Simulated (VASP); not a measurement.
## MoP (relaxed from the WC structure, space group P-6m2): computed properties

Level of theory: PBEsol GGA, VASP's PBE PAW potentials (set 64) (plane waves; VASP).

```
Property                                                                                                    Value
----------------------------------  -----------------------------------------------------------------------------
space group                                                                                           P-6m2 (187)
cell                                a = 3.2052 Å, b = 3.2052 Å, c = 3.1735 Å, α = 90.00°, β = 90.00°, γ = 120.00°
volume per atom                                                                                     14.12 Å³/atom
band gap (over mesh and band path)                                       none (metal, semimetal or under 0.01 eV)
Hill bulk modulus                                                                                         239 GPa
Hill shear modulus                                                                                        149 GPa
Poisson's ratio                                                                                             0.242
band gap with spin-orbit coupling                                                                 none (metallic)
density                                                                                                7.46 g/cm³
optical Γ-point spectrum                                                                       410, 411 (×2) cm⁻¹
C11                                                                                                       372 GPa
C12                                                                                                       128 GPa
C13                                                                                                       167 GPa
C33                                                                                                       522 GPa
C44                                                                                                       184 GPa
C66                                                                                                       122 GPa
```

```xyz
2
Lattice="3.2052 0.0000 0.0000 -1.6026 2.7758 0.0000 0.0000 0.0000 3.1735" Properties=species:S:1:pos:R:3 pbc="T T T"
Mo     0.0000     0.0000     0.0000
P      1.6026     0.9253     1.5868
```

Finite-difference elastic constants of metals are sensitive to mesh and smearing; shear constants can be off by tens of GPa.

The structure was generated: MoP was put into the WC type (P-6m2), which need not be its known phase. It was relaxed first, which changed the volume by -9 %. Symmetry was kept, so distortions that lower it aren't found. The electron count is odd and the run is not spin-polarised, which forces a metal.
